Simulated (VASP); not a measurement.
# Mg2CdS3 (R3m) in VASP: a series of runs

One crystal, Mg2CdS3, is run at these levels: PBE; tasks: relaxation of cell and atoms.

Program: VASP 6.6.1. These are calculated values, not measurements. Logs are shortened: lines on timing, memory, paths and dates and some standing lists are left out, and cuts for length are marked.

### 1 The structure

The structure is trigonal, space group R3m (No. 160). The conventional cell has a = 3.848 Å, b = 3.848 Å, c = 28.935 Å, α = 90.00°, β = 90.00°, γ = 120.00°. Mg (site symmetry 3m) has 6 S at 2.55 to 2.79 Å as nearest neighbours. Mg (site symmetry 3m) has 6 S at 2.49 to 2.83 Å as nearest neighbours. Cd (site symmetry 3m) is surrounded by 4 S at 2.43 to 2.62 Å. S (site symmetry 3m) is surrounded by 6 Mg at 2.55 to 2.83 Å. S (site symmetry 3m) is surrounded by 3 Cd at 2.62 Å and 3 Mg at 2.79 Å. S (site symmetry 3m) has 1 Cd at 2.43 Å and 3 Mg at 2.49 Å as nearest neighbours.

The cell was built by a generator and needn't be a form met in nature.

### 2 Relaxation of cell and atoms, PBE

Input file INCAR:

```
PREC = Accurate ; ENCUT = 520
EDIFF = 1E-6 ; ISMEAR = 0
SIGMA = 0.03 ; LREAL = F
LASPH = T ; NELM = 120
ALGO = Normal ; ISIF = 3
LWAVE = F ; LCHARG = F
GGA = PE ; IBRION = 2
NSW = 90 ; EDIFFG = -0.01
KPAR = 4
```

Input file KPOINTS:

```
regular mesh
0
Gamma
  8 8 8
```

Input file POSCAR:

```
Mg2CdS3
1.0
    1.9241156700      1.1108887000      9.6450000000
   -1.9241156700      1.1108887000      9.6450000000
    0.0000000000     -2.2217774000      9.6450000000
Mg Cd S
2 1 3
Direct
    0.8493520000      0.8493520000      0.8493520000
    0.6197684500      0.6197684500      0.6197684500
    0.0761016100      0.0761016100      0.0761016100
    0.2257128000      0.2257128000      0.2257128000
    0.4576118900      0.4576118900      0.4576118900
    0.9920511500      0.9920511500      0.9920511500
```

Potentials or basis: VASP PAW PBE potentials, release 64 (Mg, Cd, S).

On the command line:

```console
$ cat potpaw_PBE.64/Mg/POTCAR potpaw_PBE.64/Cd/POTCAR potpaw_PBE.64/S/POTCAR > POTCAR
$ mpirun -np 4 vasp_std > vasp.out
```

OUTCAR:

```text
PREC = Accurate
   ENCUT = 520
   EDIFF = 1E-6
   ISMEAR = 0
   LREAL = F
   LASPH = T
   NELM = 120
   ISIF = 3
   GGA = PE
   IBRION = 2
   NSW = 90
   EDIFFG = -0.01

 ion  position               nearest neighbor table
   1  0.849  0.849  0.849-   4 2.55   4 2.55   4 2.55   5 2.79   5 2.79   5 2.79
   2  0.620  0.620  0.620-   6 2.49   6 2.49   6 2.49   4 2.83   4 2.83   4 2.83
   3  0.076  0.076  0.076-   6 2.43   5 2.62   5 2.62   5 2.62
   4  0.226  0.226  0.226-   1 2.55   1 2.55   1 2.55   2 2.83   2 2.83   2 2.83
   5  0.458  0.458  0.458-   3 2.62   3 2.62   3 2.62   1 2.79   1 2.79   1 2.79
   6  0.992  0.992  0.992-   3 2.43   2 2.49   2 2.49   2 2.49

  LATTYP: Found a trigonal (rhomboedric) cell.
 ALAT       =     9.8975916169
 COS(alpha) =     0.9244154055

  Lattice vectors:

 A1 = (   1.9241156700,   1.1108887000,   9.6450000000)
 A2 = (  -1.9241156700,   1.1108887000,   9.6450000000)
 A3 = (   0.0000000000,  -2.2217774000,   9.6450000000)

Analysis of symmetry for initial positions (statically):
=====================================================================
 Subroutine PRICEL returns:
 Original cell was already a primitive cell.

 Routine SETGRP: Setting up the symmetry group for a
 trigonal (rhombohedral) supercell.

 Subroutine GETGRP returns: Found  6 space group operations
 (whereof  6 operations were pure point group operations)
 out of a pool of 12 trial point group operations.

The static configuration has the point symmetry C_3v.

Analysis of symmetry for dynamics (positions and initial velocities):
=====================================================================
 Subroutine PRICEL returns:
 Original cell was already a primitive cell.

 Routine SETGRP: Setting up the symmetry group for a
 trigonal (rhombohedral) supercell.

 Subroutine GETGRP returns: Found  6 space group operations
 (whereof  6 operations were pure point group operations)
 out of a pool of 12 trial point group operations.

The dynamic configuration has the point symmetry C_3v.

 Subroutine INISYM returns: Found  6 space group operations
 (whereof  6 operations are pure point group operations),
 and found     1 'primitive' translations

----------------------------------------------------------------------------------------

                                     Primitive cell

  volume of cell :     123.6959

  direct lattice vectors                    reciprocal lattice vectors
     1.924115670  1.110888700  9.645000000     0.259859637  0.150030032  0.034560221
    -1.924115670  1.110888700  9.645000000    -0.259859637  0.150030032  0.034560221
     0.000000000 -2.221777400  9.645000000     0.000000000 -0.300060063  0.034560221

  length of vectors
     9.897591617  9.897591617  9.897591617     0.302043789  0.302043789  0.302043789

  position of ions in fractional coordinates (direct lattice)
     0.849352000  0.849352000  0.849352000
     0.619768450  0.619768450  0.619768450
     0.076101610  0.076101610  0.076101610
     0.225712800  0.225712800  0.225712800
     0.457611890  0.457611890  0.457611890
     0.992051150  0.992051150  0.992051150

  ion indices of the primitive-cell ions
   primitive index   ion index
                 1           1
                 2           2
                 3           3
                 4           4
                 5           5
                 6           6

----------------------------------------------------------------------------------------

 KPOINTS: regular mesh

Automatic generation of k-mesh.
 Grid dimensions read from file:
 generate k-points for:    8    8    8

 Generating k-lattice:

  Cartesian coordinates                     Fractional coordinates (reciprocal lattice)
     0.032482455  0.018753754  0.004320028     0.125000000  0.000000000 -0.000000000
    -0.032482455  0.018753754  0.004320028     0.000000000  0.125000000 -0.000000000
     0.000000000 -0.037507508  0.004320028    -0.000000000 -0.000000000  0.125000000

  Length of vectors
     0.037755474  0.037755474  0.037755474

  Shift w.r.t. Gamma in fractional coordinates (k-lattice)
     0.000000000  0.000000000  0.000000000

 Subroutine IBZKPT returns following result:
 ===========================================

 Found     65 irreducible k-points:

 Following reciprocal coordinates:
            Coordinates               Weight
  0.000000  0.000000  0.000000      1.000000
  0.125000 -0.000000 -0.000000      6.000000
  0.250000 -0.000000 -0.000000      6.000000
  0.375000 -0.000000  0.000000      6.000000
  0.500000 -0.000000 -0.000000      3.000000
  0.125000  0.125000 -0.000000      6.000000
[... 16 lines left out ...]
  0.250000  0.125000  0.125000      6.000000
  0.375000  0.125000  0.125000      6.000000
 [... further k-points ...]
   k-points           NKPTS =     65   k-points in BZ     NKDIM =     65   number of bands    NBANDS=     21
   number of dos      NEDOS =    301   number of ions     NIONS =      6
   total plane-waves  NPLWV = 512000
   dimension x,y,z NGX =    80 NGY =   80 NGZ =   80
   dimension x,y,z NGXF=   160 NGYF=  160 NGZF=  160
   ions per type =               2   1   3
   NGX,Y,Z   is equivalent  to a cutoff of  13.44, 13.44, 13.44 a.u.
   NGXF,Y,Z  is equivalent  to a cutoff of  26.87, 26.87, 26.87 a.u.
 SYSTEM =  unknown system
   PREC   = accura    normal or accurate (medium, high low for compatibility)
   ISTART =      0    job   : 0-new  1-cont  2-samecut
   ICHARG =      2    charge: 1-file 2-atom 10-const
   ISPIN  =      1    spin polarized calculation?
   LNONCOLLINEAR =      F non collinear calculations
   LSORBIT =      F    spin-orbit coupling
   LASPH  =      T    aspherical Exc in radial PAW
   ENCUT  =  520.0 eV  38.22 Ry    6.18 a.u.  18.40 18.40 18.40*2*pi/ulx,y,z
   NELM   =    120;   NELMIN=  2; NELMDL= -5     # of ELM steps
   EDIFF  = 0.1E-05   stopping-criterion for ELM
   LREAL  =      F    real-space projection
   EDIFFG = -.1E-01   stopping-criterion for IOM
   NSW    =     90    number of steps for IOM
   IBRION =      2    ionic relax: 0-MD 1-quasi-New 2-CG
   NFREE  =      1    steps in history (QN), initial steepest desc. (CG)
   ISIF   =      3    stress and relaxation
   ISYM   =      2    0-nonsym 1-usesym 2-fastsym
   POTIM  = 0.5000    time-step for ionic-motion
   TEBEG  =    0.0;   TEEND  =   0.0 temperature during run
   PSTRESS=    0.0 pullay stress
   NELECT =      34.0000    total number of electrons
   NUPDOWN=      -1.0000    fix difference up-down
   EMIN   =  10.00;   EMAX   =-10.00  energy-range for DOS
   EFERMI =   0.00;   METHOD = LEGACY
   ISMEAR =     0;   SIGMA  =   0.03  broadening in eV -4-tet -1-fermi 0-gaus
   EFERMI_NEDOS =   21; number of points for ismear=-14 and -15
   IALGO  =     38    algorithm
   IMIX   =      4    mixing-type and parameters
     AMIX     =   0.40;   BMIX     =  1.00
     AMIX_MAG =   1.60;   BMIX_MAG =  1.00
  volume/ion in A,a.u.               =      20.62       139.12
  Fermi-wavevector in a.u.,A,eV,Ry     =   1.064427  2.011476 15.415480  1.133006
  Thomas-Fermi vector in A             =   2.199946
   LORBIT       =      0    0 simple, 1 ext, 2 COOP (PROOUT), +10 PAW based schemes
   GGA     = PE    functional components
   LHFCALC =     F    Hartree Fock is set to
   AEXX    =    0.0000 exact exchange contribution
   IVDW    =     0    specifies the selected vdW correction
   LEPSILON=     F    determine dielectric tensor
   LRPA    =     F    only Hartree local field effects (RPA)
 conjugate gradient relaxation of ions
 non-spin polarized calculation
 Gauss-broadening in eV      SIGMA  =   0.03
  energy-cutoff  :      520.00
  volume of cell :      123.70
 maximum number of plane-waves:      3351
 NGX is ok and might be reduce to    80
   NGX = 37   NGY = 37   NGZ = 37

--------------------------------------- Ionic step        1  -------------------------------------------

 number of electron      34.0000003 magnetization

 Free energy of the ion-electron system (eV)
  ---------------------------------------------------
  ext. energy  EPLUGINS =         0.00000000
  ---------------------------------------------------
  free energy    TOTEN  =       -22.65286914 eV

  energy without entropy =      -22.65286914  energy(sigma->0) =      -22.65286914

------------------------ aborting loop because EDIFF is reached ----------------------------------------

  FORCE on cell =-STRESS in cart. coord.  units (eV):
  Direction    XX          YY          ZZ          XY          YZ          ZX
  --------------------------------------------------------------------------------------
  -------------------------------------------------------------------------------------
  Total       -0.1488463     -0.1488463      0.0394042     -0.0000000     -0.0000000      0.0000000
  in kB       -1.9279396     -1.9279396      0.5103847     -0.0000000     -0.0000000      0.0000000
  external PRESSURE =      -1.1151648 kB  Pullay stress =       0.0000000 kB
[... 265 lines left out ...]
  energy  without entropy=      -22.6539660599  energy(sigma->0) =      -22.65396606

--------------------------------------- Ionic step        8  -------------------------------------------

 number of electron      34.0000002 magnetization

 Free energy of the ion-electron system (eV)
  ---------------------------------------------------
  ext. energy  EPLUGINS =         0.00000000
  ---------------------------------------------------
  free energy    TOTEN  =       -22.65398402 eV

  energy without entropy =      -22.65398402  energy(sigma->0) =      -22.65398402

 E-fermi :   2.7639     XC(G=0):  -9.3989

 val. band max:        2.6111498114   @ k =   0.0000   0.0000   0.0000
 cond. band min:       4.3925006033   @ k =   0.0000   0.0000   0.0000
 fundamental gap:      1.7813507919
 Fermi energy:         2.7639303480

 k-point     1 :       0.0000    0.0000    0.0000
  band No.  band energies     occupation
      1     -10.0172      2.00000
      2      -9.2921      2.00000
      3      -8.7719      2.00000
      4      -5.2200      2.00000
      5      -5.2200      2.00000
      6      -5.2163      2.00000
[... 550 lines left out ...]
      5      -5.1580      2.00000
      6      -5.0655      2.00000
[... 13 lines left out ...]
     20       7.9094      0.00000
     21       8.7815      0.00000

 [... further k-points ...]

------------------------ aborting loop because EDIFF is reached ----------------------------------------

  FORCE on cell =-STRESS in cart. coord.  units (eV):
  Direction    XX          YY          ZZ          XY          YZ          ZX
  --------------------------------------------------------------------------------------
  -------------------------------------------------------------------------------------
  Total       -0.0045441     -0.0045441      0.0098637      0.0000000     -0.0000000      0.0000000
  in kB       -0.0590166     -0.0590166      0.1281051      0.0000000     -0.0000000      0.0000000
  external PRESSURE =       0.0033573 kB  Pullay stress =       0.0000000 kB
[... 21 lines left out ...]
  FREE ENERGIE OF THE ION-ELECTRON SYSTEM (eV)
  ---------------------------------------------------
  free  energy   TOTEN  =       -22.6539840192 eV

  energy  without entropy=      -22.6539840192  energy(sigma->0) =      -22.65398402

 reached required accuracy - stopping structural energy minimisation
```

Run time: 17 min. Hardware: 4 MPI ranks of Intel Xeon Platinum 8488C (Sapphire Rapids), shared host; peak memory 1.2 GiB.

Results:

| Property | Result |
| --- | --- |
| Free energy | -22.6540 eV |
| Relaxed volume | 20.56 Å³/atom |
| Relaxed cell | a = 9.914 Å, b = 9.914 Å, c = 9.914 Å, α = 22.33°, β = 22.33°, γ = 22.33° |
| Space group after relaxing (to 0.05 Å) | R3m (No. 160) |
| Energy gained by relaxing | 0.2 meV/atom |
| Ionic steps | 8 |
| Pressure after relaxing | 0.0 GPa |
| Largest force after relaxing | 0.008 eV/Å |
| Band gap on the k mesh | 1.78 eV, direct |

Forces on the atoms (eV/Å):
```
Mg   0.000  0.000  0.004
Mg   0.000  0.000 -0.008
Cd   0.000  0.000  0.007
S    0.000  0.000  0.005
S    0.000  0.000  0.000
S    0.000  0.000 -0.007
```

Step by step:
```tsv
step	energy change (eV)	largest force (eV/Å)	pressure (GPa)	volume (Å³)
1	0.0000	0.0658	-0.11	123.70
2	-0.0006	0.0513	0.01	123.44
3	-0.0007	0.0512	0.11	123.22
4	-0.0011	0.0177	0.02	123.38
5	-0.0011	0.0107	-0.03	123.46
6	-0.0011	0.0108	-0.03	123.45
7	-0.0011	0.0108	-0.04	123.44
8	-0.0011	0.0076	0.00	123.36
```

Final structure:
```cif
data_structure
_symmetry_space_group_name_H-M 'P 1'
_symmetry_Int_Tables_number 1
_cell_length_a 9.9138
_cell_length_b 9.9138
_cell_length_c 9.9138
_cell_angle_alpha 22.331
_cell_angle_beta 22.331
_cell_angle_gamma 22.331
_cell_volume 123.36
loop_
_atom_site_label
_atom_site_type_symbol
_atom_site_fract_x
_atom_site_fract_y
_atom_site_fract_z
_atom_site_occupancy
Mg1 Mg 0.84934 0.84934 0.84934 1
Mg2 Mg 0.61984 0.61984 0.61984 1
Cd1 Cd 0.07573 0.07573 0.07573 1
S1 S 0.22615 0.22615 0.22615 1
S2 S 0.45751 0.45751 0.45751 1
S3 S 0.99203 0.99203 0.99203 1
```

### 3 Relaxation of cell and atoms, PBE

This run uses another cell than the first one, of 20.56 Å³/atom, 0.997 times its volume.

Input file INCAR:

```
PREC = Accurate ; ENCUT = 520
EDIFF = 1E-7 ; ISMEAR = 0
SIGMA = 0.03 ; LREAL = F
LASPH = T ; NELM = 120
ALGO = Normal ; ISIF = 3
LWAVE = F ; LCHARG = F
GGA = PE ; IBRION = 2
NSW = 60 ; EDIFFG = -0.005
POTIM = 0.3 ; KPAR = 4
```

KPOINTS is that of step 2.

Input file POSCAR:

```
Mg2CdS3                                 
1.0
    1.9197484255      1.1083672702      9.6628322138
   -1.9197484255      1.1083672702      9.6628322138
    0.0000000000     -2.2167345405      9.6628322138
  Mg              Cd              S             
     2     1     3
Direct
     0.8493428839722665    0.8493428839722665    0.8493428839722665
     0.6198385903077612    0.6198385903077612    0.6198385903077612
     0.0757271783604068    0.0757271783604068    0.0757271783604068
     0.2261506257649147    0.2261506257649147    0.2261506257649147
     0.4575133861310546    0.4575133861310546    0.4575133861310546
     0.9920252354636048    0.9920252354636048    0.9920252354636048
```

Potentials or basis: VASP PAW PBE potentials, release 64 (Mg, Cd, S).

On the command line:

```console
$ cat potpaw_PBE.64/Mg/POTCAR potpaw_PBE.64/Cd/POTCAR potpaw_PBE.64/S/POTCAR > POTCAR
$ mpirun -np 4 vasp_std > vasp.out
```

Run time: 11 min. Hardware: 4 MPI ranks of Intel Xeon Platinum 8488C (Sapphire Rapids), shared host; peak memory 1.2 GiB.

It converged, with:

```
Free energy                            : -22.6539 eV
Relaxed volume                         : 20.57 Å³/atom
Relaxed cell                           : a = 9.916 Å, b = 9.916 Å, c = 9.916 Å, α = 22.33°, β = 22.33°, γ = 22.33°
Space group after relaxing (to 0.05 Å) : R3m (No. 160)
Energy gained by relaxing              : 0.0 meV/atom
Ionic steps                            : 3
Pressure after relaxing                : 0.0 GPa
Largest force after relaxing           : 0.004 eV/Å
Band gap on the k mesh                 : 1.78 eV, direct
```

Forces in eV/Å, atoms in the order of the input:
```
Mg   0.000  0.000  0.004
Mg   0.000  0.000 -0.004
Cd   0.000  0.000 -0.002
S    0.000  0.000  0.002
S    0.000  0.000  0.000
S    0.000  0.000  0.000
```

Final structure:
```cif
data_structure
_symmetry_space_group_name_H-M 'P 1'
_symmetry_Int_Tables_number 1
_cell_length_a 9.9156
_cell_length_b 9.9156
_cell_length_c 9.9156
_cell_angle_alpha 22.328
_cell_angle_beta 22.328
_cell_angle_gamma 22.328
_cell_volume 123.40
loop_
_atom_site_label
_atom_site_type_symbol
_atom_site_fract_x
_atom_site_fract_y
_atom_site_fract_z
_atom_site_occupancy
Mg1 Mg 0.84935 0.84935 0.84935 1
Mg2 Mg 0.61983 0.61983 0.61983 1
Cd1 Cd 0.07574 0.07574 0.07574 1
S1 S 0.22616 0.22616 0.22616 1
S2 S 0.45751 0.45751 0.45751 1
S3 S 0.99201 0.99201 0.99201 1
```

Levels at points of the mesh, in eV from the valence-band top:
| k point | band 14 | band 15 | band 16 | band 17 | band 18 | band 19 | band 20 | band 21 |
| --- | --- | --- | --- | --- | --- | --- | --- | --- |
| (0.00, 0.00, 0.00) | -0.56 | -0.27 | 0.00 | 0.00 | 1.78 | 4.03 | 5.08 | 6.02 |
| (0.50, 0.00, 0.00) | -1.47 | -1.36 | -1.22 | -0.41 | 2.21 | 3.96 | 4.12 | 5.06 |
| (0.50, 0.50, 0.00) | -1.82 | -1.12 | -0.91 | -0.57 | 2.45 | 3.52 | 4.12 | 5.53 |
| (0.50, 0.50, 0.50) | -0.47 | -0.47 | -0.04 | -0.04 | 2.63 | 3.97 | 4.71 | 5.86 |

A k mesh can miss the band edges. As with any semilocal functional, this PBE gap is likely too small.
